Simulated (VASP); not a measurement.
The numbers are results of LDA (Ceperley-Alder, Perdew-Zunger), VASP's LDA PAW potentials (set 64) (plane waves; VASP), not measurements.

The input files of a VASP run:

INCAR:
```
ALGO = Normal
EDIFF = 1E-6
EDIFFG = -0.02
ENCUT = 500
IBRION = 2
ISIF = 3
ISMEAR = 0
LASPH = .True.
LCHARG = .False.
LMAXMIX = 4
LREAL = .False.
LWAVE = .False.
NELM = 100
NSW = 40
PREC = Accurate
PSTRESS = 50
SIGMA = 0.05
SYSTEM = SrCl2
```

KPOINTS:
```
Automatic mesh
0
gamma
 6 6 6
0 0 0
```

POSCAR:
```
SrCl2
1.0
  0.0000000000   3.4068686595   3.4068686595
  3.4068686595   0.0000000000   3.4068686595
  3.4068686595   3.4068686595   0.0000000000
Sr Cl
1 2
Cart
  0.0000000000   0.0000000000   0.0000000000
  1.7034343298   1.7034343298   1.7034343298
  5.1103029893   5.1103029893   5.1103029893
```

POTCAR, in this order: Sr_sv Cl (LDA.64 set). Program: vasp_std.

### Question
What will the output report for the number of irreducible k-points (NKPTS), largest plane-wave count, number of space-group operations, FFT grid (NGX, NGY, NGZ)?

### Answer

* **number of irreducible k-points (NKPTS)**: 16
* **largest plane-wave count**: 2044
* **number of space-group operations**: 48
* **FFT grid (NGX, NGY, NGZ)**: 36 × 36 × 36

The compound is SrCl2 in the fluorite structure. This run relaxes it under an external pressure of 5 GPa. Symmetry was kept, so distortions that lower it aren't found.
